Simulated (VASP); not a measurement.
Given:

```
CELL_PARAMETERS angstrom
      0.00000     2.48888     2.48888
      2.48888     0.00000     2.48888
      2.48888     2.48888     0.00000
ATOMIC_POSITIONS crystal
  Eu 0.00000 0.00000 0.00000
  O  0.50000 0.50000 0.50000
```

These are PBE GGA, VASP's PBE PAW potentials (set 64) (plane waves; VASP) values and carry that method's errors. Numerical set-up: 520 eV cut-off, 9×9×9 Γ-centred mesh, Gaussian smearing of 0.050 eV, potentials Eu_2 O.

The 4f electrons are frozen in the core of the lanthanide potential, so 4f levels, which can set the real gap, and their magnetism are missing.

Question: Estimate the energy per atom (σ→0).

Answer: 
| Property | Value |
|---|---|
| energy per atom (σ→0) | -6.611 eV/atom |

Only differences to runs with the same potentials and settings are physical.

The compound is EuO in the rock salt structure. It was relaxed first, which changed the volume by -9 %.
